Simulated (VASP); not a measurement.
A VASP calculation is set up with these files.

**KPOINTS**
```
Automatic
0
gamma
  9 9 9
```

**POSCAR**
```
PtAl2
1.0
  0.0000000000   2.9414469467   2.9414469467
  2.9414469467   0.0000000000   2.9414469467
  2.9414469467   2.9414469467   0.0000000000
Al Pt
2 1
direct
  0.2500000000   0.2500000000   0.2500000000
  0.7500000000   0.7500000000   0.7500000000
  0.0000000000   0.0000000000   0.0000000000
```

INCAR:
```
SYSTEM = PtAl2
PREC = Accurate
ENCUT = 520
EDIFF = 1E-7
NELM = 100
ALGO = Normal
LREAL = .FALSE.
LASPH = .TRUE.
ISMEAR = 1
SIGMA = 0.1
GGA = PE
LMAXMIX = 6
LWAVE = .FALSE.
LCHARG = .FALSE.
ISIF = 2
```

POTCAR, in this order: Al Pt (PBE.64 set). Program: vasp_std.

Write an equivalent input for Ansatz.

One equivalent input (not run):
Ansatz 0.2 input:
```yaml
crystal:
  lattice:
    - [0.0000000, 2.9414469, 2.9414469]
    - [2.9414469, 0.0000000, 2.9414469]
    - [2.9414469, 2.9414469, 0.0000000]
  atoms:
    - { symbol: Al, position: [0.2500000, 0.2500000, 0.2500000] }
    - { symbol: Al, position: [0.7500000, 0.7500000, 0.7500000] }
    - { symbol: Pt, position: [0.0000000, 0.0000000, 0.0000000] }
kpoints:
  mp_grid: { grid: [9, 9, 9] }
hamiltonian:
  xc: pbe
  pseudopotentials: { kind: paw }
scf:
  occupations: { method: methfessel_paxton, width: 0.1 }
  max_iter: 100
output: { forces: true, stress: true, eigenvalues: true }
```
What does not carry over: each code has its own PAW files, so the cut-off isn't converted (ENCUT is set for VASP's; basis.ecutwfc is left out, and Ansatz then takes the one that its files recommend); Ansatz stops its SCF on the density residual and VASP on the energy change (EDIFF).

The compound is PtAl2 in the fluorite structure. This cell is one point of a volume scan, at 0.97 of the reference volume.
